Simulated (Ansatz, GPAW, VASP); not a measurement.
# One structure in several programs: GaAs (F-43m, 2 atoms in the cell)

Self-consistent single point.

```
CELL_PARAMETERS angstrom
      0.00000     2.82500     2.82500
      2.82500     0.00000     2.82500
      2.82500     2.82500     0.00000
ATOMIC_POSITIONS crystal
  Ga 0.00000 0.00000 0.00000
  As 0.25000 0.25000 0.25000
```

All programs got the same cell, k-point mesh and kind of occupations (in Ansatz's words: kpoints.mp_grid.grid = 8 8 8; scf.occupations.method = fermi_dirac; scf.occupations.width = 0.01 eV); potentials, basis and cutoffs are each program's usual ones.

| code | model | pressure (GPa) | gap on the mesh (eV) | cutoff |
|---|---|---|---|---|
| Ansatz | PBE, default PAW files | 3.39 | 0.530 | default |
| VASP | PBE, VASP's PBE PAW potentials (set 64) | – | 0.534 | 300 eV |
| GPAW | PBE, GPAW PAW datasets PBE (gpaw-data 1.0.1) | 4.50 | 0.602 | 550 eV |

A dash marks a value that a program does not give, or that is left out as unsure.

Gaps are read on the mesh.

The spread over the programs that give each value: pressure within 1.11 GPa; gap on the mesh within 0.072 eV.

The starting cell has typed, rounded lattice constants, without a prior relaxation at this level. On Ansatz's run: In the base run, with a pressure of about 3 GPa the cell is away from its equilibrium volume at this level.

Problem. Why do the programs differ, and what cannot be compared?

Solution. Differences of this kind can come from the potentials, where these differ, and from what each basis and cutoff leave unconverged. The valence holds different numbers of electrons (Ansatz (an electronic-structure program) 28, VASP 18, GPAW 8). The zero of total energies and Fermi levels follows the potentials and each program's conventions, so they are not compared here. Ansatz's pressure is given at a fixed set of plane waves, as the other plane-wave codes print theirs; with its correction for the finite basis it is 3.42 GPa.

VASP's run is marked for a possible Pulay error in its stress at this cutoff; no cutoff test was made.

Left out of this page: Quantum ESPRESSO, ABINIT, CP2K, Elk and FLEUR (not drawn, or without a comparable value); SIESTA (unsound by tests on forces, stress, charge or solver warnings).

Keys are those of Ansatz 0.2.
